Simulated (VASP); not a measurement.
Level of theory: PBEsol GGA, VASP's PBE PAW potentials (set 64) (plane waves; VASP 6.6.1).

VASP ran on this input.

**KPOINTS**
```
Automatic mesh
0
G
 7 7 7
```

**POSCAR**
```
RuS
5.4662050
 -0.2725528955   0.2725528955   0.9227295720
  0.2725528955  -0.2725528955   0.9227295720
  0.2725528955   0.2725528955  -0.9227295720
Ru S
2 2
Cartesian
 -0.0000000000   0.0000000000   1.3840943580
  0.0000000000   0.2725528955   0.0000000000
  0.0000000000  -0.0000000000   0.3063462179
 -0.0000000000   0.2725528955   0.7677110039
```

INCAR:
```
SYSTEM = RuS
PREC = Accurate
ENCUT = 300
EDIFF = 1E-6
NELM = 100
ALGO = Normal
LREAL = .FALSE.
LASPH = .TRUE.
ISMEAR = 0
SIGMA = 0.1
GGA = PS
LMAXMIX = 4
LWAVE = .FALSE.
LCHARG = .FALSE.
ISIF = 2
```

POTCAR, in this order: Ru_pv S (PBE.64 set). Program: vasp_std.

Output

OUTCAR:
```
 ion  position               nearest neighbor table
   1  0.750  0.750  0.000-   4 2.24   4 2.24   3 2.27   3 2.27   3 2.27   3 2.27   2 2.93   2 2.93
                             2 2.93   2 2.93
   2  0.500  0.000  0.500-   3 2.24   3 2.24   4 2.27   4 2.27   4 2.27   4 2.27   1 2.93   1 2.93
                             1 2.93   1 2.93
   3  0.166  0.166  0.000-   2 2.24   2 2.24   1 2.27   1 2.27   1 2.27   1 2.27
   4  0.916  0.416  0.500-   1 2.24   1 2.24   2 2.27   2 2.27   2 2.27   2 2.27
  LATTYP: Found a body centered tetragonal cell.
 ALAT       =     2.9796600000
 C/A-ratio  =     3.3855064001
 Subroutine PRICEL returns:
 Original cell was already a primitive cell.
 Subroutine GETGRP returns: Found  8 space group operations
The static configuration has the point symmetry C_2v.
 The point group associated with its full space group is C_4v.
The dynamic configuration has the point symmetry C_2v.
 Subroutine INISYM returns: Found  8 space group operations
 Subroutine IBZKPT returns following result:
 Found     40 irreducible k-points:

 Following reciprocal coordinates:
            Coordinates               Weight
  0.000000  0.000000  0.000000      1.000000
  0.142857 -0.000000  0.000000      8.000000
  0.285714  0.000000  0.000000      8.000000
  0.428571 -0.000000  0.000000      8.000000
  0.142857  0.142857  0.000000      8.000000
  0.285714  0.142857 -0.000000     16.000000
  0.428571  0.142857  0.000000     16.000000
 -0.428571  0.142857 -0.000000     16.000000
 -0.285714  0.142857 -0.000000     16.000000
 -0.142857  0.142857  0.000000      4.000000
  0.285714  0.285714  0.000000      8.000000
  0.428571  0.285714  0.000000     16.000000
 -0.428571  0.285714  0.000000     16.000000
 -0.285714  0.285714  0.000000      4.000000
  0.428571  0.428571  0.000000      8.000000
 -0.428571  0.428571  0.000000      4.000000
  0.142857  0.142857  0.142857      8.000000
  0.285714  0.142857  0.142857     16.000000
 -0.142857  0.142857  0.142857      4.000000
  0.285714  0.285714  0.142857      8.000000
  0.428571  0.285714  0.142857      8.000000
 -0.285714  0.285714  0.142857      8.000000
 -0.142857  0.285714  0.142857      8.000000
 -0.428571  0.428571  0.142857      8.000000
 -0.285714  0.428571  0.142857     16.000000
 -0.142857  0.428571  0.142857      8.000000
 -0.428571 -0.428571  0.142857      8.000000
 -0.285714 -0.428571  0.142857     16.000000
 -0.142857 -0.428571  0.142857      8.000000
 -0.285714 -0.285714  0.142857      8.000000
 -0.142857 -0.285714  0.142857      8.000000
 -0.142857 -0.142857  0.142857      2.000000
 -0.285714  0.285714  0.285714      4.000000
 -0.428571  0.428571  0.285714      8.000000
 -0.285714  0.428571  0.285714      8.000000
 -0.428571 -0.428571  0.285714      8.000000
 -0.285714 -0.428571  0.285714      8.000000
 -0.285714 -0.285714  0.285714      2.000000
 -0.428571  0.428571  0.428571      4.000000
 -0.428571 -0.428571  0.428571      2.000000
   k-points           NKPTS =     40   k-points in BZ     NKDIM =     40   number of bands    NBANDS=     24
   number of dos      NEDOS =    301   number of ions     NIONS =      4
   total plane-waves  NPLWV =  32768
   dimension x,y,z NGX =    32 NGY =   32 NGZ =   32
   dimension x,y,z NGXF=    64 NGYF=   64 NGZF=   64
   ions per type =               2   2
   PREC   = accura    normal or accurate (medium, high low for compatibility)
   ISTART =      0    job   : 0-new  1-cont  2-samecut
   ICHARG =      2    charge: 1-file 2-atom 10-const
   ISPIN  =      1    spin polarized calculation?
   LNONCOLLINEAR =      F non collinear calculations
   LSORBIT =      F    spin-orbit coupling
   INIWAV =      1    electr: 0-lowe 1-rand  2-diag
...
```

OSZICAR:
```
       N       E                     dE             d eps       ncg     rms          rms(c)
DAV:   1     0.288663353600E+03    0.28866E+03   -0.17670E+04  2000   0.117E+03
DAV:   2    -0.170421119233E+02   -0.30571E+03   -0.30235E+03  2312   0.388E+02
DAV:   3    -0.273956873633E+02   -0.10354E+02   -0.10280E+02  2272   0.736E+01
DAV:   4    -0.275163360749E+02   -0.12065E+00   -0.12056E+00  2256   0.783E+00
DAV:   5    -0.275185033124E+02   -0.21672E-02   -0.21671E-02  2328   0.971E-01    0.454E+01
DAV:   6    -0.268512554140E+02    0.66725E+00   -0.53263E+00  2208   0.182E+01    0.220E+01
DAV:   7    -0.268103822557E+02    0.40873E-01   -0.16918E+00  2160   0.108E+01    0.105E+01
DAV:   8    -0.267102913926E+02    0.10009E+00   -0.36666E-01  2176   0.508E+00    0.787E-01
DAV:   9    -0.267103517895E+02   -0.60397E-04   -0.18216E-02  2152   0.824E-01    0.371E-01
DAV:  10    -0.267102558391E+02    0.95950E-04   -0.82875E-04  2056   0.244E-01    0.127E-01
DAV:  11    -0.267102473909E+02    0.84482E-05   -0.37158E-05  2376   0.441E-02    0.884E-02
DAV:  12    -0.267102401273E+02    0.72637E-05   -0.99175E-06  2120   0.184E-02    0.435E-02
DAV:  13    -0.267102380974E+02    0.20298E-05   -0.38578E-06  1720   0.117E-02    0.125E-02
DAV:  14    -0.267102379694E+02    0.12800E-06   -0.46425E-07   976   0.517E-03
   1 F= -.26710238E+02 E0= -.26702173E+02  d E =-.161292E-01
```

### OUTCAR
```
------------------------ aborting loop because EDIFF is reached ----------------------------------------
  FORCE on cell =-STRESS in cart. coord.  units (eV):
  Direction    XX          YY          ZZ          XY          YZ          ZX
  --------------------------------------------------------------------------------------
  Total       21.6746655     21.6746655     16.0760483      0.0000000      0.0000000      0.0000000
  in kB      775.4775148    775.4775148    575.1698440      0.0000000      0.0000000      0.0000000
  external PRESSURE =     708.7082912 kB  Pullay stress =       0.0000000 kB
  volume of cell :       44.78
      direct lattice vectors                 reciprocal lattice vectors
    -1.489830000  1.489830000  5.043829000     0.000000000  0.335608761  0.099131037
     1.489830000 -1.489830000  5.043829000     0.335608761  0.000000000  0.099131037
     1.489830000  1.489830000 -5.043829000     0.335608761  0.335608761  0.000000000
 POSITION                                       TOTAL-FORCE (eV/Angst)
 -----------------------------------------------------------------------------------
      0.00000      0.00000      7.56574         0.000000     -0.000000     -0.244997
      0.00000      1.48983      0.00000        -0.000000      0.000000     -0.244997
      0.00000      0.00000      1.67455         0.000000      0.000000      0.244997
      0.00000      1.48983      4.19647         0.000000      0.000000      0.244997
 -----------------------------------------------------------------------------------
    total drift:                               -0.000002     -0.000002      0.000203
  FREE ENERGIE OF THE ION-ELECTRON SYSTEM (eV)
  ---------------------------------------------------
  free  energy   TOTEN  =       -26.7102379694 eV

  energy  without entropy=      -26.6941087893  energy(sigma->0) =      -26.70217338
```
(Selected blocks of OUTCAR.)

At this cut-off the stress carries a Pulay error, which pulls relaxed volumes low.

The structure was generated: RuS was put into an ordered model structure, which need not be its known phase. The cell was not relaxed at this level. The k-mesh is coarse (spacing up to 0.43 per Å, 2π included), so the numbers may not be converged in it. The run is one of a series of settings (GGA = PS against the base run), some of them coarse on purpose.
